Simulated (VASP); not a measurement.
Output of a VASP run:

**OSZICAR**
```
       N       E                     dE             d eps       ncg     rms          rms(c)
DAV:   1     0.113862584958E+03    0.11386E+03   -0.94427E+03   942   0.129E+03
DAV:   2    -0.293249591226E+01   -0.11680E+03   -0.11234E+03  1035   0.309E+02
DAV:   3    -0.718375443535E+01   -0.42513E+01   -0.42408E+01  1125   0.626E+01
DAV:   4    -0.721041507672E+01   -0.26661E-01   -0.26657E-01  1015   0.496E+00
DAV:   5    -0.721075529042E+01   -0.34021E-03   -0.34021E-03  1080   0.545E-01    0.161E+01
DAV:   6    -0.666696745302E+01    0.54379E+00   -0.10271E+00  1370   0.182E+01    0.114E+01
DAV:   7    -0.662737117805E+01    0.39596E-01   -0.33525E-01   955   0.508E+00    0.382E+00
DAV:   8    -0.662172638169E+01    0.56448E-02   -0.43072E-02   970   0.343E+00    0.541E-01
DAV:   9    -0.662119978591E+01    0.52660E-03   -0.50738E-03  1070   0.137E+00    0.831E-02
DAV:  10    -0.662116066849E+01    0.39117E-04   -0.31972E-04  1050   0.355E-01    0.418E-02
DAV:  11    -0.662116456917E+01   -0.39007E-05   -0.29983E-05  1020   0.529E-02    0.114E-02
DAV:  12    -0.662116434724E+01    0.22193E-06   -0.82188E-06  1015   0.560E-02
   1 F= 0.39796326E+00 E0= 0.39796326E+00  d E =0.397963E+00
```

### OUTCAR
```
------------------------ aborting loop because EDIFF is reached ----------------------------------------
  FORCE on cell =-STRESS in cart. coord.  units (eV):
  Direction    XX          YY          ZZ          XY          YZ          ZX
  --------------------------------------------------------------------------------------
  Total        7.0138892      7.0138892      7.0138892      0.0000000      0.0000000     -0.0000000
  in kB      299.7761098    299.7761098    299.7761098      0.0000000      0.0000000     -0.0000000
  external PRESSURE =      -0.2238902 kB  Pullay stress =     300.0000000 kB
  volume of cell :       37.49
      direct lattice vectors                 reciprocal lattice vectors
     0.000000000  2.656322637  2.656322637    -0.188230147  0.188230147  0.188230147
     2.656322637  0.000000000  2.656322637     0.188230147 -0.188230147  0.188230147
     2.656322637  2.656322637  0.000000000     0.188230147  0.188230147 -0.188230147
  FREE ENERGIE OF THE ION-ELECTRON SYSTEM (eV)
  ---------------------------------------------------
  free  energy   TOTEN  =        -6.6211643472 eV

  energy  without entropy=       -6.6211643472  energy(sigma->0) =       -6.62116435
  enthalpy is  TOTEN    =         0.3979632562 eV   P V=        7.0191276034

 reached required accuracy - stopping structural energy minimisation
```
(Selected blocks of OUTCAR.)

### POSCAR
```
CdS
1
    0.0000000000     2.6563226365     2.6563226365
    2.6563226365     0.0000000000     2.6563226365
    2.6563226365     2.6563226365    -0.0000000000
Cd S
1 1
Direct
  0.0000000000   0.0000000000   0.0000000000
  0.2500000000   0.2500000000   0.2500000000
```

**Question.** Reconstruct the remaining input files.

**Answer.** One answer among several that fit: the input of the run itself, LDA (Ceperley-Alder, Perdew-Zunger), plane waves, VASP's LDA PAW potentials (set 64).

**INCAR**
```
! general
SYSTEM   =  CdS
PREC     =  Accurate
ENCUT    =  500   ! plane-wave cut-off (eV)
LREAL    =  .False.   ! projection in real space or not
LASPH    =  .True.   ! aspherical one-centre terms

! electronic loop
EDIFF    =  1E-6   ! SCF stop (eV)
NELM     =  100   ! most electronic steps
ALGO     =  Normal   ! blocked Davidson
LMAXMIX  =  4   ! l cut-off of mixed one-centre charges

! smearing
ISMEAR   =  0   ! Gaussian
SIGMA    =  0.05

! ions
IBRION   =  2
NSW      =  40
ISIF     =  3
EDIFFG   =  -0.02   ! ionic stop
PSTRESS  =  300

! output
LWAVE    =  .False.
LCHARG   =  .False.
```

### KPOINTS
```
Automatic mesh
0
Gamma
9 9 9
0 0 0
```

POTCAR, in this order: Cd S (LDA.64 set). Program: vasp_std.

The compound is CdS in the zinc blende structure, a metastable form; wurtzite is the usual one. It was relaxed first under an external pressure of 30 GPa.
